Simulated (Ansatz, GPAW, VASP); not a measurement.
## Si: 3 runs at one level of theory

```
CELL_PARAMETERS angstrom
0.00000 2.72185 2.72185
2.72185 0.00000 2.72185
2.72185 2.72185 0.00000
ATOMIC_POSITIONS crystal
Si 0.50000 0.50000 0.50000
Si 0.75000 0.75000 0.75000
```

Alike in all runs: task single point; functional PBEsol; k mesh 8 × 8 × 8; occupations gaussian, width 0.1 eV; no spin polarisation; no spin-orbit coupling. Pressure is positive in compression and, in plane waves, holds the error of the finite cutoff.

```tsv
program and potentials	plane-wave cutoff (eV)	notes	band gap (eV)	pressure (GPa)
Ansatz, all-electron LAPW, scalar-relativistic	-	-	0.52	-0.55
VASP, PBE PAW files Si, 520 eV	520	potentials made for PBE	0.51	-0.40
GPAW, PAW data sets generated for this functional	600	-	0.52	-0.27
```

The band gap spans 0.51 (VASP, PBE PAW files Si, 520 eV) to 0.52 eV (Ansatz, all-electron LAPW, scalar-relativistic), with all-electron results at 0.52. The pressure spans -0.55 (Ansatz, all-electron LAPW, scalar-relativistic) to -0.27 GPa (GPAW, PAW data sets generated for this functional), with all-electron results at -0.55. The gap is indirect and read on the mesh alone.

Differences between rows come from potentials, basis sets and numerical settings, since the functional is the same but for its coding. Runs on potential files found faulty are left out.

The three runs agree almost exactly on the gap of silicon, which suggests that the frozen-core treatment hardly affects the band edges. These are valence states: bonding p states at the top of the valence band and antibonding s-p states at the conduction minimum towards X. The gap is less than half the measured one. Since the all-electron run shares this shortfall, it belongs to the functional: a semilocal Kohn-Sham gap lacks the derivative discontinuity of the exchange-correlation potential.

The pressure is negative in every row, so the cell is slightly stretched relative to the PBEsol equilibrium and would contract on relaxation. Against the large bulk modulus of the covalent network, the spread between codes amounts to only a very small difference in lattice constant. The run with PBE potentials lies between the other two in pressure, so the mismatch of functional in the core leaves no distinct mark here. The close agreement supports the consistency of the implementations, not the accuracy of PBEsol for excitation energies.
